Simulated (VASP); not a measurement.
SiC:

```
Si C
1.0
     3.07600    0.00000    0.00000
    -1.53800    2.66389    0.00000
     0.00000    0.00000    5.04800
Si C
2 2
Cartesian
  0.0000 1.7759 0.0000
  1.5380 0.8880 2.5240
  0.0000 1.7759 1.9435
  1.5380 0.8880 4.4675
```

* Program: VASP 6.6.1
* Task: relaxation of cell and atoms
* Functional: PBE
* Potentials or basis: VASP PAW PBE potentials, release 64 (Si, C)
* Cutoff: 520 eV
* k mesh: 12 × 12 × 6
* Occupations: gaussian, width 0.02 eV
* Spin: no spin polarisation

At the start: pressure 3.6 GPa; volume 10.34 Å³/atom.

Question: Where does the relaxation end?

Answer: Over 3 steps the energy falls by 9.9 meV/atom and the volume is 10.52 Å³/atom (+1.8 %); space group P6_3mc (No. 186, to 0.05 Å).

Step by step:
| step | energy change (eV) | largest force (eV/Å) | pressure (GPa) | volume (Å³) |
| --- | --- | --- | --- | --- |
| 1 | 0.0000 | 0.7527 | 3.64 | 41.36 |
| 2 | -0.0031 | 0.6250 | -3.56 | 42.78 |
| 3 | -0.0397 | 0.0845 | -0.45 | 42.09 |

Final structure:
```yaml
crystal:
  lattice:
    - [3.10184, 0.00000, 0.00000]
    - [-1.55092, 2.68627, 0.00000]
    - [0.00000, 0.00000, 5.05133]
  atoms:
    - { symbol: Si, position: [0.33333, 0.66667, 0.00370] }
    - { symbol: Si, position: [0.66667, 0.33333, 0.50370] }
    - { symbol: C, position: [0.33333, 0.66667, 0.38130] }
    - { symbol: C, position: [0.66667, 0.33333, 0.88130] }
```
